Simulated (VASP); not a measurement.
Consider the following.

```yaml
crystal:
  lattice:
    - [-2.17990, 2.17990, 5.10971]
    - [2.17990, -2.17990, 5.10971]
    - [2.17990, 2.17990, -5.10971]
  atoms:
    - { symbol: Sr, position: [0.00000, 0.00000, 0.00000] }
    - { symbol: As, position: [0.62379, 0.62379, 0.00000] }
    - { symbol: As, position: [0.37621, 0.37621, 0.00000] }
    - { symbol: Pd, position: [0.75000, 0.25000, 0.50000] }
    - { symbol: Pd, position: [0.25000, 0.75000, 0.50000] }
```

Calculation: LDA (Ceperley-Alder, Perdew-Zunger), VASP's LDA PAW potentials (set 64) (plane waves; VASP). Numerical set-up: 300 eV cut-off, 7×7×7 Γ-centred mesh, Fermi-Dirac smearing of 0.050 eV, potentials Sr_sv As Pd.

At this cut-off the stress carries a Pulay error, which pulls relaxed volumes low.

### Question
Predict the energy per atom (σ→0), pressure, band gap (on the k-mesh) with the smallest direct gap where there is one.

### Answer

```json
{
 "band gap (on the k-mesh)": "none (metal, semimetal or under 0.01 eV)",
 "energy per atom (σ→0)": "-574.7 kJ/mol of atoms",
 "pressure": "-3.07 GPa"
}
```

Only differences to runs with the same potentials and settings are physical.

The structure comes from a computed database's Pd2SrAs2 entry; how it stands against other phases isn't given here. The cell was not relaxed at this level.
